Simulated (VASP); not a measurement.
Here is the system:

```
KI
1.0
    0.00000     3.59123     3.59123
    3.59123     0.00000     3.59123
    3.59123     3.59123     0.00000
K I
1 1
Cartesian
  0.00000   0.00000   0.00000
  3.59123   3.59123   3.59123
```

Computed with PW91 GGA, VASP's PBE PAW potentials (set 64) (plane waves; VASP). Numerical set-up: 520 eV cut-off, Gaussian smearing of 0.050 eV, potentials K_sv I.

Unless said otherwise, spin-orbit coupling is left out, though it shifts the bands of the heavy elements here.

**Question.** Give the energies of bands 6 to 11 at the high-symmetry points, in eV from the valence-band maximum.

**Answer.** 
| band | Γ | X | U | L | W |
|---|---|---|---|---|---|
| 6 | 0.00 | -0.92 | -0.79 | -1.21 | -0.67 |
| 7 | 0.00 | -0.34 | -0.69 | -0.30 | -0.67 |
| 8 | 0.00 | -0.34 | -0.35 | -0.30 | -0.54 |
| 9 | 3.87 | 5.02 | 5.64 | 5.48 | 6.45 |
| 10 | 6.51 | 5.66 | 6.50 | 7.57 | 6.45 |
| 11 | 6.51 | 8.03 | 7.51 | 8.04 | 6.51 |

The gap is direct, 3.87 eV, from the valence maximum at Γ to the conduction minimum at Γ.

Measured: gap 6.10 eV (computed value off by -2.23 eV), as given by Aguado et al., (1998), arXiv:cond-mat/9809176.

The compound is KI in the rock salt structure. It was relaxed first.
